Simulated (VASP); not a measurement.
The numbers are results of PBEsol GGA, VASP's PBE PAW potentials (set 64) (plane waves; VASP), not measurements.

A VASP calculation is set up with these files.

INCAR:
```
SYSTEM  =  RuAl
PREC  =  Accurate; ENCUT  =  400; LREAL  =  F
LASPH  =  T
EDIFF  =  1E-7; NELM  =  100; ALGO  =  Normal
LMAXMIX  =  4
ISMEAR  =  -5
GGA  =  PS
ISIF  =  2
LWAVE  =  F; LCHARG  =  T; LORBIT  =  11
NEDOS  =  601
LEFG  =  T
```

**KPOINTS**
```
Regular mesh
0
G
 14 14 5
```

**POSCAR**
```
RuAl
1
    2.8722979033     0.0000000000    -0.0000000000
   -1.4361489516     2.4874830131     0.0000000000
    0.0000000000     0.0000000000     7.6785722895
Ru Al
2 2
Direct
  0.0000000000   1.0000000000   0.0000000000
  0.0000000000   0.0000000000   0.5000000000
  0.3333330000   0.6666670000   0.2500000000
  0.6666670000   0.3333330000   0.7500000000
```

POTCAR, in this order: Ru_pv Al (PBE.64 set). Program: vasp_std.

What VASP printed:

File OUTCAR:
```
 ion  position               nearest neighbor table
   1  0.000  0.000  0.000-   3 2.54   4 2.54   4 2.54   3 2.54   4 2.54   3 2.54
   2  0.000  0.000  0.500-   3 2.54   4 2.54   4 2.54   3 2.54   4 2.54   3 2.54
   3  0.333  0.667  0.250-   1 2.54   2 2.54   1 2.54   2 2.54   1 2.54   2 2.54
   4  0.667  0.333  0.750-   1 2.54   2 2.54   1 2.54   2 2.54   1 2.54   2 2.54
  LATTYP: Found a hexagonal cell.
 ALAT       =     2.8722979033
 C/A-ratio  =     2.6733202989
 Subroutine PRICEL returns:
 Original cell was already a primitive cell.
 Subroutine GETGRP returns: Found 24 space group operations
The static configuration has the point symmetry D_3d.
 The point group associated with its full space group is D_6h.
The dynamic configuration has the point symmetry D_3d.
 Subroutine INISYM returns: Found 24 space group operations
 Subroutine IBZKPT returns following result:
 Found     72 irreducible k-points:

 Following reciprocal coordinates:
            Coordinates               Weight
  0.000000  0.000000  0.000000      1.000000
  0.071429 -0.000000  0.000000      6.000000
  0.142857 -0.000000  0.000000      6.000000
  0.214286 -0.000000  0.000000      6.000000
  0.285714 -0.000000  0.000000      6.000000
  0.357143 -0.000000  0.000000      6.000000
  0.428571 -0.000000  0.000000      6.000000
  0.500000 -0.000000  0.000000      3.000000
  0.071429  0.071429  0.000000      6.000000
  0.142857  0.071429  0.000000     12.000000
  0.214286  0.071429  0.000000     12.000000
  0.285714  0.071429  0.000000     12.000000
  0.357143  0.071429  0.000000     12.000000
  0.428571  0.071429  0.000000     12.000000
  0.142857  0.142857  0.000000      6.000000
  0.214286  0.142857  0.000000     12.000000
  0.285714  0.142857  0.000000     12.000000
  0.357143  0.142857  0.000000     12.000000
  0.428571  0.142857  0.000000      6.000000
  0.214286  0.214286  0.000000      6.000000
  0.285714  0.214286  0.000000     12.000000
  0.357143  0.214286  0.000000     12.000000
  0.285714  0.285714  0.000000      6.000000
  0.357143  0.285714  0.000000      6.000000
  0.000000  0.000000  0.200000      2.000000
  0.071429 -0.000000  0.200000     12.000000
  0.142857 -0.000000  0.200000     12.000000
  0.214286 -0.000000  0.200000     12.000000
  0.285714 -0.000000  0.200000     12.000000
  0.357143 -0.000000  0.200000     12.000000
  0.428571 -0.000000  0.200000     12.000000
  0.500000 -0.000000  0.200000      6.000000
  0.071429  0.071429  0.200000     12.000000
  0.142857  0.071429  0.200000     24.000000
  0.214286  0.071429  0.200000     24.000000
  0.285714  0.071429  0.200000     24.000000
  0.357143  0.071429  0.200000     24.000000
  0.428571  0.071429  0.200000     24.000000
  0.142857  0.142857  0.200000     12.000000
  0.214286  0.142857  0.200000     24.000000
   k-points           NKPTS =     72   k-points in BZ     NKDIM =     72   number of bands    NBANDS=     21
   number of dos      NEDOS =    601   number of ions     NIONS =      4
   total plane-waves  NPLWV =  20000
   dimension x,y,z NGX =    20 NGY =   20 NGZ =   50
   dimension x,y,z NGXF=    40 NGYF=   40 NGZF=  100
   ions per type =               2   2
   PREC   = accura    normal or accurate (medium, high low for compatibility)
   ISTART =      0    job   : 0-new  1-cont  2-samecut
   ICHARG =      2    charge: 1-file 2-atom 10-const
   ISPIN  =      1    spin polarized calculation?
   LNONCOLLINEAR =      F non collinear calculations
   LSORBIT =      F    spin-orbit coupling
   INIWAV =      1    electr: 0-lowe 1-rand  2-diag
   ENCUT  =  400.0 eV  29.40 Ry    5.42 a.u.   4.68  4.68 12.52*2*pi/ulx,y,z
   NELM   =    100;   NELMIN=  2; NELMDL= -5     # of ELM steps
...
```

### OSZICAR
```
       N       E                     dE             d eps       ncg     rms          rms(c)
DAV:   1     0.232770966349E+03    0.23277E+03   -0.17058E+04  3496   0.130E+03
DAV:   2    -0.240583542895E+02   -0.25683E+03   -0.24789E+03  3334   0.381E+02
DAV:   3    -0.319420328019E+02   -0.78837E+01   -0.75632E+01  3655   0.633E+01
DAV:   4    -0.320569876752E+02   -0.11495E+00   -0.11461E+00  3626   0.715E+00
DAV:   5    -0.320591698943E+02   -0.21822E-02   -0.21815E-02  3720   0.991E-01    0.186E+01
DAV:   6    -0.306319292367E+02    0.14272E+01   -0.11433E+01  3299   0.273E+01    0.363E+00
DAV:   7    -0.303640156725E+02    0.26791E+00   -0.15848E+00  3219   0.962E+00    0.332E+00
DAV:   8    -0.302967014163E+02    0.67314E-01   -0.15754E-01  3444   0.349E+00    0.549E-01
DAV:   9    -0.302943914388E+02    0.23100E-02   -0.56179E-03  3941   0.474E-01    0.288E-01
DAV:  10    -0.302941842364E+02    0.20720E-03   -0.97819E-04  3574   0.302E-01    0.800E-02
DAV:  11    -0.302941658296E+02    0.18407E-04   -0.29799E-04  3504   0.158E-01    0.331E-02
DAV:  12    -0.302941588763E+02    0.69533E-05   -0.12416E-05  3585   0.258E-02    0.802E-03
DAV:  13    -0.302941602927E+02   -0.14165E-05   -0.67598E-07  3698   0.640E-03    0.208E-03
DAV:  14    -0.302941602842E+02    0.85561E-08   -0.20615E-08  1927   0.931E-04
   1 F= -.30294160E+02 E0= -.30294160E+02  d E =0.000000E+00
```

OUTCAR:
```
------------------------ aborting loop because EDIFF is reached ----------------------------------------
  FORCE on cell =-STRESS in cart. coord.  units (eV):
  Direction    XX          YY          ZZ          XY          YZ          ZX
  --------------------------------------------------------------------------------------
  Total       -0.3891503     -0.3891503      0.8406802     -0.0000000     -0.0000000     -0.0000000
  in kB      -11.3646964    -11.3646970     24.5511206     -0.0000000     -0.0000000     -0.0000000
  external PRESSURE =       0.6072424 kB  Pullay stress =       0.0000000 kB
  volume of cell :       54.86
      direct lattice vectors                 reciprocal lattice vectors
     2.872297903  0.000000000  0.000000000     0.348153302  0.201006398  0.000000000
    -1.436148952  2.487483013  0.000000000     0.000000000  0.402012796  0.000000000
     0.000000000  0.000000000  7.678572289     0.000000000  0.000000000  0.130232544
 POSITION                                       TOTAL-FORCE (eV/Angst)
 -----------------------------------------------------------------------------------
      0.00000      0.00000      0.00000         0.000000      0.000000      0.000000
      0.00000      0.00000      3.83929         0.000000      0.000000      0.000000
     -0.00000      1.65832      1.91964        -0.000000      0.000000      0.000000
      1.43615      0.82916      5.75893        -0.000000      0.000000     -0.000000
 -----------------------------------------------------------------------------------
    total drift:                               -0.000000     -0.000000      0.000000
  FREE ENERGIE OF THE ION-ELECTRON SYSTEM (eV)
  ---------------------------------------------------
  free  energy   TOTEN  =       -30.2941602842 eV

  energy  without entropy=      -30.2941602842  energy(sigma->0) =      -30.29416028

 total charge

# of ion       s       p       d       tot
------------------------------------------
    1        0.356   6.266   6.138  12.760
    2        0.356   6.266   6.138  12.760
    3        0.421   0.415   0.000   0.836
    4        0.421   0.415   0.000   0.836
--------------------------------------------------
tot          1.554  13.362  12.277  27.192

 Electric field gradients after diagonalization (V/A^2)
 (convention: |V_zz| > |V_xx| > |V_yy|)
----------------------------------------------------------------------
 ion       V_xx      V_yy      V_zz     asymmetry (V_yy - V_xx)/ V_zz
----------------------------------------------------------------------
   1      -1.357    -1.355     2.712       0.001
   2      -1.357    -1.355     2.712       0.001
   3      15.836    15.836   -31.673       0.000
   4      15.836    15.836   -31.673       0.000
```
(Selected blocks of OUTCAR.)

For a metal the tetrahedron method with Blöchl corrections gives inexact stress and forces.

The structure was generated: RuAl was put into the NiAs type type (P6_3/mmc), which need not be its known phase. It was relaxed first, which changed the volume by -41 %.
